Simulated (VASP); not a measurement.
Here is the system:

```
AgBr
1.0
    0.00000     2.86711     2.86711
    2.86711     0.00000     2.86711
    2.86711     2.86711     0.00000
Ag Br
1 1
Cartesian
  2.86711   5.73422   2.86711
  2.86711   2.86711   2.86711
```

All values below come from PBE GGA with D4 dispersion, VASP's PBE PAW potentials (set 64) (plane waves; VASP). Run with 520 eV cut-off, Gaussian smearing of 0.050 eV, potentials Ag Br.

Question: Predict the band gap (along the path) with the smallest direct gap where there is one.

Answer: 
```json
{
 "band gap (along the path)": "0.67 eV",
 "smallest direct gap (along the path)": "2.62 eV"
}
```

Only differences to runs with the same potentials and settings are physical.

The compound is AgBr in the rock salt structure. It was relaxed first.
